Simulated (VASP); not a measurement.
The input files of a VASP run:

POSCAR:
```
Ge2Os
6.1650140
  0.0000000000   0.5000000000   0.5000000000
  0.5000000000   0.0000000000   0.5000000000
  0.5000000000   0.5000000000   0.0000000000
Os Ge
1 2
Direct
  0.0000000000   0.0000000000   0.0000000000
  0.2500000000   0.2500000000   0.2500000000
  0.7500000000   0.7500000000   0.7500000000
```

File KPOINTS:
```
Regular mesh
0
gamma
8 8 8
```

INCAR:
```
ALGO = Normal
EDIFF = 1E-6
ENCUT = 400
GGA = 91
ISIF = 2
ISMEAR = 1
LASPH = .TRUE.
LCHARG = .FALSE.
LMAXMIX = 6
LREAL = .FALSE.
LWAVE = .FALSE.
NELM = 100
PREC = Accurate
SIGMA = 0.1
SYSTEM = Ge2Os
```

POTCAR, in this order: Os Ge_d (PBE.64 set). Program: vasp_std.

**Question.** Translate this PW91 calculation to Quantum ESPRESSO's pw.x.

**Answer.** One equivalent input (not run):
```
&CONTROL
  calculation = 'scf'
  pseudo_dir = './pseudo'
  outdir = './out'
  tprnfor = .true.
  tstress = .true.
/
&SYSTEM
  ibrav = 0
  nat = 3
  ntyp = 2
  ecutwfc = 78
  occupations = 'smearing'
  smearing = 'methfessel-paxton'
  degauss = 0.00735
  input_dft = 'pw91'
/
&ELECTRONS
  conv_thr = 7.3e-08
  electron_maxstep = 100
/
ATOMIC_SPECIES
  Os 190.230 Os.upf
  Ge 72.630 Ge.upf
CELL_PARAMETERS angstrom
     0.0000000    3.0825070    3.0825070
     3.0825070    0.0000000    3.0825070
     3.0825070    3.0825070    0.0000000
ATOMIC_POSITIONS crystal
  Os   0.0000000  0.0000000  0.0000000
  Ge   0.2500000  0.2500000  0.2500000
  Ge   0.7500000  0.7500000  0.7500000
K_POINTS automatic
  8 8 8 0 0 0
```
Limits of the translation: the potentials are each code's own (VASP's PAW set, PseudoDojo norm-conserving files in pw.x), so ENCUT and ecutwfc are chosen apart and not converted; conv_thr bounds pw.x's estimated SCF error, while EDIFF bounds the energy change between steps.

The structure was generated: Ge2Os was put into the fluorite type (Fm-3m), which need not be its known phase. The cell was not relaxed at this level. The run is one of a series of settings (GGA = 91 against the base run), some of them coarse on purpose.
